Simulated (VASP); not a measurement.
Input:

```yaml
crystal:
  lattice:
    - [3.87966, 0.00000, 0.00000]
    - [0.00000, 3.87966, 0.00000]
    - [0.00000, 0.00000, 16.36593]
  atoms:
    - { symbol: Pb, position: [0.50000, 0.00000, 0.57228] }
    - { symbol: Pb, position: [0.00000, 0.50000, 0.42772] }
    - { symbol: O, position: [0.00000, 0.00000, 0.50000] }
    - { symbol: O, position: [0.50000, 0.50000, 0.50000] }
```

Calculation: PBE GGA, VASP's PBE PAW potentials (set 64) (plane waves; VASP). Settings: 400 eV cut-off, 5×5×1 Γ-centred mesh, Gaussian smearing of 0.20 eV, potentials Pb_d O.

The cell holds a wide vacuum, so values per volume refer to the whole cell. Unless said otherwise, spin-orbit coupling is left out, though it shifts the bands of the heavy elements here.

**Question.** Give the energies of bands 13 to 23 at the high-symmetry points, in eV from the valence-band maximum.

**Answer.** 
```csv
band,Γ,X,M
13,-7.51,-6.72,-7.85
14,-4.81,-6.72,-7.85
15,-3.88,-3.06,-3.37
16,-3.88,-3.06,-3.37
17,-1.28,-2.60,-1.18
18,-1.20,-2.60,-1.18
19,-1.20,-0.67,-0.55
20,0.00,-0.67,-0.55
21,2.85,3.48,3.44
22,2.85,3.48,3.44
23,4.74,5.41,5.51
```

The gap is direct, 2.85 eV, from the valence maximum at Γ to the conduction minimum at Γ.

The cell is a sheet with vacuum, built from a generated structure.
